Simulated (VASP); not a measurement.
# HfZrSe3: density of states with PBE

Crystal: HfZrSe3.

```
CELL_PARAMETERS angstrom
3.24149 1.87148 6.47939
-3.24149 1.87148 6.47939
0.00000 -3.74296 6.47939
ATOMIC_POSITIONS crystal
Zr 0.00000 0.00000 0.00000
Zr 0.50000 0.50000 0.50000
Hf 0.33589 0.33589 0.33589
Hf 0.66411 0.66411 0.66411
Se 0.24358 0.57816 0.92318
Se 0.92318 0.24358 0.57816
Se 0.57816 0.92318 0.24358
Se 0.75642 0.42184 0.07682
Se 0.07682 0.75642 0.42184
Se 0.42184 0.07682 0.75642
```

The cell was built by a generator and needn't be a form met in nature.

* Program: VASP 6.6.1
* Task: density of states
* Functional: PBE
* Potentials or basis: VASP PAW PBE potentials, release 64 (Zr_sv, Hf_pv, Se)
* Cutoff: 520 eV
* k mesh: 6 × 6 × 6
* Occupations: gaussian, width 0.1 eV
* Spin: no spin polarisation
* k mesh for the DOS: 9 × 9 × 9
* Occupations for the DOS: tetrahedron
* Further INCAR settings: ALGO = Normal; EDIFF = 1e-07

```json
{
 "Valence electrons inside the program's atomic spheres": "Zr 9.72, 9.75; Hf 8.22; Se 3.92"
}
```

Levels at points of the mesh, in eV from the Fermi level:
| k point | band 36 | band 37 | band 38 | band 39 | band 40 | band 41 | band 42 | band 43 | band 44 | band 45 |
| --- | --- | --- | --- | --- | --- | --- | --- | --- | --- | --- |
| (0.00, 0.00, 0.00) | -1.74 | -1.30 | -1.30 | -0.98 | -0.04 | -0.04 | 0.52 | 0.52 | 1.30 | 1.51 |

States per cell in windows of 1 eV (zero at the Fermi level; states under -8 eV left out):
```csv
from (eV),total,Zr2_d,Zr1_d,Hf3_d,Hf4_d,Se7_p,Se10_p
-8.0,0.00,0.00,0.00,0.00,0.00,0.00,0.00
-7.0,1.02,0.01,0.02,0.02,0.02,0.05,0.05
-6.0,7.44,0.19,0.12,0.13,0.13,0.41,0.41
-5.0,9.05,0.39,0.31,0.25,0.25,0.57,0.57
-4.0,12.73,0.25,0.45,0.53,0.53,0.87,0.87
-3.0,6.34,0.14,0.14,0.15,0.15,0.49,0.49
-2.0,0.98,0.08,0.05,0.06,0.06,0.05,0.05
-1.0,3.62,0.53,0.50,0.41,0.41,0.05,0.05
0.0,7.72,1.97,1.17,0.60,0.60,0.08,0.08
1.0,6.27,0.76,0.95,0.98,0.98,0.09,0.09
2.0,2.52,0.29,0.56,0.40,0.40,0.02,0.02
3.0,0.00,0.00,0.00,0.00,0.00,0.00,0.00
4.0,0.00,0.00,0.00,0.00,0.00,0.00,0.00
```

Run time: 5 min on 8 MPI ranks on Intel(R) Xeon(R) 6975P-C (Granite Rapids) (shared host), peak memory 1.3 GiB a rank.

 The run has no spin-orbit coupling, so splittings on Hf are missing.
